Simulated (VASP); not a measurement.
Computed with PBE GGA, VASP's PBE PAW potentials (set 64) (plane waves; VASP).

The input files of a VASP run:

POSCAR:
```
Na
4.34520
 -0.5000000000   0.5000000000   0.5000000000
  0.5000000000  -0.5000000000   0.5000000000
  0.5000000000   0.5000000000  -0.5000000000
Na
1
Cart
  0.0000000000   0.0000000000   0.0000000000
```

File KPOINTS:
```
Automatic mesh
0
Gamma
11 11 11
0 0 0
```

**INCAR**
```
! general
SYSTEM = Na
PREC   = Accurate
ENCUT  = 520
LREAL  = F
LASPH  = T

! electronic loop
EDIFF  = 1E-6
NELM   = 100
ALGO   = Normal

! smearing
ISMEAR = 1
SIGMA  = 0.1

! functional
GGA    = PE

! ions
ISIF   = 2

! output
LWAVE  = F
LCHARG = F
```

POTCAR, in this order: Na (PBE.64 set). Program: vasp_std.

The run wrote:

File OSZICAR:
```
       N       E                     dE             d eps       ncg     rms          rms(c)
DAV:   1    -0.997057953477E+00   -0.99706E+00   -0.11456E+02   448   0.721E+01
DAV:   2    -0.129789023031E+01   -0.30083E+00   -0.29067E+00   580   0.775E+00
DAV:   3    -0.130003800816E+01   -0.21478E-02   -0.21481E-02   616   0.815E-01
DAV:   4    -0.130005911825E+01   -0.21110E-04   -0.21110E-04   560   0.519E-02
DAV:   5    -0.130005928268E+01   -0.16444E-06   -0.16441E-06   596   0.393E-03    0.204E-01
DAV:   6    -0.130022166075E+01   -0.16238E-03   -0.61990E-05   516   0.617E-02    0.137E-01
DAV:   7    -0.130010756726E+01    0.11409E-03   -0.18012E-04   464   0.115E-01    0.884E-03
DAV:   8    -0.130010702515E+01    0.54211E-06   -0.16611E-06   564   0.750E-03
   1 F= -.13001070E+01 E0= -.13000107E+01  d E =-.289118E-03
```

OUTCAR:
```
------------------------ aborting loop because EDIFF is reached ----------------------------------------
  FORCE on cell =-STRESS in cart. coord.  units (eV):
  Direction    XX          YY          ZZ          XY          YZ          ZX
  --------------------------------------------------------------------------------------
  Total       -0.1794433     -0.1794433     -0.1794433     -0.0000000      0.0000000     -0.0000000
  in kB       -7.0087180     -7.0087180     -7.0087180     -0.0000000      0.0000000     -0.0000000
  external PRESSURE =      -7.0087180 kB  Pullay stress =       0.0000000 kB
  volume of cell :       41.02
      direct lattice vectors                 reciprocal lattice vectors
    -2.172600000  2.172600000  2.172600000     0.000000000  0.230139004  0.230139004
     2.172600000 -2.172600000  2.172600000     0.230139004  0.000000000  0.230139004
     2.172600000  2.172600000 -2.172600000     0.230139004  0.230139004  0.000000000
 POSITION                                       TOTAL-FORCE (eV/Angst)
 -----------------------------------------------------------------------------------
      0.00000      0.00000      0.00000        -0.000000     -0.000000      0.000000
 -----------------------------------------------------------------------------------
    total drift:                                0.000000      0.000000      0.000000
  FREE ENERGIE OF THE ION-ELECTRON SYSTEM (eV)
  ---------------------------------------------------
  free  energy   TOTEN  =        -1.3001070252 eV

  energy  without entropy=       -1.2998179076  energy(sigma->0) =       -1.30001065
```
(Selected blocks of OUTCAR.)

The compound is Na in the bcc structure. The cell was not relaxed at this level. The run is one of a series of settings (ENCUT = 520, POTCAR Na (PBE.64 set) against the base run), some of them coarse on purpose.
